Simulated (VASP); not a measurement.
All values below come from r2SCAN meta-GGA, VASP's PBE PAW potentials (set 64) (plane waves; VASP).

VASP input:

**POSCAR**
```
CuF
1
    3.0974409679     0.0000000000     0.0000000000
   -1.5487204840     2.6824625397    -0.0000000000
    0.0000000000    -0.0000000000     5.2446202983
Cu F
2 2
Direct
  0.0000000000   1.0000000000   0.0000000000
  0.0000000000   1.0000000000   0.5000000000
  0.3333330000   0.6666670000   0.2500000000
  0.6666670000   0.3333330000   0.7500000000
```

### INCAR
```
# general
SYSTEM =CuF
PREC   =Accurate
ENCUT  =520
LREAL  =F
LASPH  =T

# electronic loop
EDIFF  =1E-6
NELM   =100
ALGO   =Normal
LMAXMIX=4
LMIXTAU=T

# smearing
ISMEAR =1
SIGMA  =0.1

# functional
METAGGA=R2SCAN

# ions
IBRION =2
NSW    =60
ISIF   =3
EDIFFG =-0.02

# output
LWAVE  =F
LCHARG =F
```

File KPOINTS:
```
Automatic mesh
0
Gamma
10 10 5
0 0 0
```

POTCAR, in this order: Cu F (PBE.64 set). Program: vasp_std.

Output of the run:

OSZICAR:
```
       N       E                     dE             d eps       ncg     rms          rms(c)
DAV:   1     0.345155848111E+03    0.34516E+03   -0.18768E+04  1912   0.263E+03
DAV:   2     0.945120443796E+01   -0.33570E+03   -0.32387E+03  1880   0.481E+02
DAV:   3    -0.395228688733E+02   -0.48974E+02   -0.47614E+02  2544   0.207E+02
DAV:   4    -0.410092313500E+02   -0.14864E+01   -0.14723E+01  2258   0.375E+01
DAV:   5    -0.410357388236E+02   -0.26507E-01   -0.26487E-01  2398   0.443E+00    0.741E+00
DAV:   6    -0.344318811073E+02    0.66039E+01   -0.15363E+01  2426   0.808E+01    0.681E+00
DAV:   7    -0.311819246932E+02    0.32500E+01   -0.33300E+00  2444   0.412E+01    0.251E+00
DAV:   8    -0.314674534830E+02   -0.28553E+00   -0.69864E-01  2510   0.166E+01    0.639E-01
DAV:   9    -0.313616703347E+02    0.10578E+00   -0.35815E-01  2024   0.812E+00    0.106E+00
DAV:  10    -0.316269790919E+02   -0.26531E+00   -0.36748E-01  2522   0.954E+00    0.536E-01
DAV:  11    -0.316208716326E+02    0.61075E-02   -0.84882E-03  2288   0.106E+00    0.468E-01
DAV:  12    -0.316318507133E+02   -0.10979E-01   -0.16359E-02  2344   0.186E+00    0.200E-01
DAV:  13    -0.316326535657E+02   -0.80285E-03   -0.30982E-03  2886   0.688E-01    0.126E-01
DAV:  14    -0.316322883389E+02    0.36523E-03   -0.24863E-04  2520   0.246E-01    0.779E-02
DAV:  15    -0.316327669673E+02   -0.47863E-03   -0.78667E-04  2546   0.368E-01    0.679E-03
DAV:  16    -0.316328489678E+02   -0.82000E-04   -0.64355E-05  2292   0.827E-02    0.985E-03
DAV:  17    -0.316328580851E+02   -0.91173E-05   -0.51848E-06  2152   0.219E-02    0.109E-02
DAV:  18    -0.316328578128E+02    0.27227E-06   -0.32831E-06  1660   0.326E-02
   1 F= -.31632858E+02 E0= -.31633130E+02  d E =-.316329E+02
       N       E                     dE             d eps       ncg     rms          rms(c)
DAV:   1    -0.333878568140E+02   -0.17550E+01   -0.35176E+01  2184   0.103E+02    0.102E+01
DAV:   2    -0.318412833708E+02    0.15466E+01   -0.10710E+01  2190   0.509E+01    0.195E+00
DAV:   3    -0.317104373487E+02    0.13085E+00   -0.10222E+00  2420   0.212E+01    0.174E+00
DAV:   4    -0.316836461497E+02    0.26791E-01   -0.57807E-02  2584   0.556E+00    0.889E-01
DAV:   5    -0.316657287994E+02    0.17917E-01   -0.31663E-02  3044   0.330E+00    0.265E-01
DAV:   6    -0.316678616396E+02   -0.21328E-02   -0.37962E-03  2844   0.102E+00    0.123E-01
DAV:   7    -0.316673819660E+02    0.47967E-03   -0.17096E-03  2792   0.662E-01    0.342E-02
DAV:   8    -0.316677596613E+02   -0.37770E-03   -0.40196E-04  1896   0.212E-01    0.122E-02
DAV:   9    -0.316678267471E+02   -0.67086E-04   -0.75683E-05  2560   0.155E-01    0.110E-02
DAV:  10    -0.316678203002E+02    0.64469E-05   -0.75877E-06  2490   0.497E-02    0.508E-03
DAV:  11    -0.316678183462E+02    0.19539E-05   -0.11974E-06  1308   0.158E-02    0.224E-03
DAV:  12    -0.316678174611E+02    0.88510E-06   -0.15653E-06  1236   0.149E-02
   2 F= -.31667817E+02 E0= -.31668230E+02  d E =-.349596E-01
       N       E                     dE             d eps       ncg     rms          rms(c)
DAV:   1    -0.317176596808E+02   -0.49841E-01   -0.88838E-01  2184   0.154E+01    0.181E+00
DAV:   2    -0.316800218955E+02    0.37638E-01   -0.38547E-01  2184   0.108E+01    0.577E-01
DAV:   3    -0.316699688779E+02    0.10053E-01   -0.64179E-02  2272   0.551E+00    0.269E-01
DAV:   4    -0.316693298225E+02    0.63906E-03   -0.18004E-03  2848   0.695E-01    0.141E-01
DAV:   5    -0.316688274027E+02    0.50242E-03   -0.75427E-04  2932   0.497E-01    0.461E-02
DAV:   6    -0.316690183773E+02   -0.19097E-03   -0.11761E-04  2466   0.154E-01    0.269E-02
DAV:   7    -0.316689750037E+02    0.43374E-04   -0.78626E-05  2890   0.135E-01    0.482E-03
DAV:   8    -0.316690172701E+02   -0.42266E-04   -0.31394E-05  2252   0.786E-02    0.582E-03
DAV:   9    -0.316690188064E+02   -0.15363E-05   -0.36779E-06  1898   0.440E-02    0.611E-04
DAV:  10    -0.316690187774E+02    0.29036E-07   -0.14115E-06  1126   0.978E-03
   3 F= -.31669019E+02 E0= -.31669408E+02  d E =-.361610E-01
```

OUTCAR:
```
------------------------ aborting loop because EDIFF is reached ----------------------------------------
  FORCE on cell =-STRESS in cart. coord.  units (eV):
  Direction    XX          YY          ZZ          XY          YZ          ZX
  --------------------------------------------------------------------------------------
  Total       -0.0171780     -0.0171780      0.0611106      0.0000000      0.0000000      0.0000000
  in kB       -0.6025315     -0.6025315      2.1434974      0.0000000      0.0000000      0.0000000
  external PRESSURE =       0.3128115 kB  Pullay stress =       0.0000000 kB
  volume of cell :       45.68
      direct lattice vectors                 reciprocal lattice vectors
     3.142437784 -0.000000000  0.000000000     0.318224280  0.183726875 -0.000000000
    -1.571218892  2.721430925 -0.000000000     0.000000000  0.367453751 -0.000000000
     0.000000000  0.000000000  5.341212880     0.000000000  0.000000000  0.187223393
 POSITION                                       TOTAL-FORCE (eV/Angst)
 -----------------------------------------------------------------------------------
     -0.00000      0.00000      0.00000         0.000000     -0.000000      0.000000
     -0.00000      0.00000      2.67061         0.000000      0.000000      0.000000
     -0.00000      1.81429      1.33530         0.000000      0.000000      0.000000
      1.57122      0.90714      4.00591        -0.000000     -0.000000      0.000000
 -----------------------------------------------------------------------------------
    total drift:                                0.000000     -0.000000      0.000000
  FREE ENERGIE OF THE ION-ELECTRON SYSTEM (eV)
  ---------------------------------------------------
  free  energy   TOTEN  =       -31.6690187774 eV

  energy  without entropy=      -31.6701876293  energy(sigma->0) =      -31.66940839

 reached required accuracy - stopping structural energy minimisation
```
(Selected blocks of OUTCAR.)

CONTCAR:
```
CuF
   1.00000000000000
     3.1424377841476252   -0.0000000000008387    0.0000000000000000
    -1.5712188921252652    2.7214309245609862   -0.0000000000000000
     0.0000000000000000    0.0000000000000000    5.3412128804661654
  Cu              F
     2     2
Direct
     0.0000000000000000    0.0000000000000000    0.0000000000000000
     0.0000000000000000    0.0000000000000000    0.5000000000000000
     0.3333330000000032    0.6666669999999968    0.2500000000000000
     0.6666669999999968    0.3333330000000032    0.7500000000000000
```

Energy and stress use the plane-wave basis of the starting cell.

The structure was generated: CuF was put into the NiAs type type (P6_3/mmc), which need not be its known phase. This run relaxes it. Symmetry was kept, so distortions that lower it aren't found. The start is the result of an earlier pass.
